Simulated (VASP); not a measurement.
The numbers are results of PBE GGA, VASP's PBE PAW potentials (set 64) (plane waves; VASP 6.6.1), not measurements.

VASP ran on this input.

### INCAR
```
SYSTEM = As
PREC = Accurate
ENCUT = 400
EDIFF = 1E-6
NELM = 100
ALGO = Normal
LREAL = .FALSE.
LASPH = .TRUE.
ISMEAR = -1
SIGMA = 0.2
GGA = PE
LMAXMIX = 4
LWAVE = .FALSE.
LCHARG = .FALSE.
ISIF = 2
```

**POSCAR**
```
As
1
    3.6803640000    -1.8800000000     0.0000000000
    3.6803640000     1.8800000000     0.0000000000
    2.7200240000     0.0000000000     3.1114220000
As
2
Direct
  0.2270000000   0.2270000000   0.2270000000
  0.7730000000   0.7730000000   0.7730000000
```

File KPOINTS:
```
Automatic mesh
0
Gamma
 11 11 11
```

POTCAR, in this order: As (PBE.64 set). Program: vasp_std.

Output of the run:

File OSZICAR:
```
       N       E                     dE             d eps       ncg     rms          rms(c)
DAV:   1     0.245451445368E+02    0.24545E+02   -0.37137E+03  2644   0.744E+02
DAV:   2    -0.838957386256E+01   -0.32935E+02   -0.31933E+02  4061   0.111E+02
DAV:   3    -0.935220310221E+01   -0.96263E+00   -0.96045E+00  3019   0.229E+01
DAV:   4    -0.935639398006E+01   -0.41909E-02   -0.41898E-02  3288   0.167E+00
DAV:   5    -0.935640368533E+01   -0.97053E-05   -0.97046E-05  2978   0.722E-02    0.336E+00
DAV:   6    -0.934574594198E+01    0.10658E-01   -0.59544E-03  2902   0.599E-01    0.202E+00
DAV:   7    -0.934067484567E+01    0.50711E-02   -0.12660E-02  2791   0.905E-01    0.855E-02
DAV:   8    -0.934079610845E+01   -0.12126E-03   -0.41261E-04  2720   0.153E-01    0.338E-02
DAV:   9    -0.934084370825E+01   -0.47600E-04   -0.73221E-05  2994   0.674E-02    0.116E-02
DAV:  10    -0.934084336529E+01    0.34297E-06   -0.52853E-06  2984   0.155E-02
   1 F= -.93408434E+01 E0= -.93169200E+01  d E =-.478466E-01
```

File OUTCAR:
```
------------------------ aborting loop because EDIFF is reached ----------------------------------------
  FORCE on cell =-STRESS in cart. coord.  units (eV):
  Direction    XX          YY          ZZ          XY          YZ          ZX
  --------------------------------------------------------------------------------------
  Total        0.8419314      1.0013918      0.9862008      0.0000000      0.0000000     -0.0492175
  in kB       31.3292313     37.2629380     36.6976629      0.0000000      0.0000000     -1.8314398
  external PRESSURE =      35.0966107 kB  Pullay stress =       0.0000000 kB
  volume of cell :       43.06
      direct lattice vectors                 reciprocal lattice vectors
     3.680364000 -1.880000000  0.000000000     0.135856127 -0.265957447 -0.118766251
     3.680364000  1.880000000  0.000000000     0.135856127  0.265957447 -0.118766251
     2.720024000  0.000000000  3.111422000     0.000000000  0.000000000  0.321396455
 POSITION                                       TOTAL-FORCE (eV/Angst)
 -----------------------------------------------------------------------------------
      2.28833      0.00000      0.70629         0.312679      0.000000      0.096508
      7.79242      0.00000      2.40513        -0.312679      0.000000     -0.096508
 -----------------------------------------------------------------------------------
    total drift:                               -0.000000      0.000000     -0.000000
  FREE ENERGIE OF THE ION-ELECTRON SYSTEM (eV)
  ---------------------------------------------------
  free  energy   TOTEN  =        -9.3408433653 eV

  energy  without entropy=       -9.2929967181  energy(sigma->0) =       -9.31692004
```
(Selected blocks of OUTCAR.)

The compound is As in the a7 structure. The cell was not relaxed at this level. The run is one of a series of settings (ISMEAR = -1, SIGMA = 0.2 against the base run), some of them coarse on purpose.
